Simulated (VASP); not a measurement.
Level of theory: PBE GGA, VASP's PBE PAW potentials (set 64) (plane waves; VASP).

Gaps are without spin-orbit coupling.

```yaml
volume_per_atom: 10.50 Å³/atom
band gap (over mesh and band path): 1.37 eV
smallest direct gap (over mesh and band path): 4.53 eV
hill_bulk_modulus: 212 GPa
hill_shear_modulus: 1870 kbar
```

Q: Which relaxed crystal gives these values?
A) CsPbCl3, Pm-3m (221)
B) SnS, Pnma (62)
C) Si, Fd-3m (227)
D) SiC, F-43m (216)

A: D, SiC, F-43m (216)
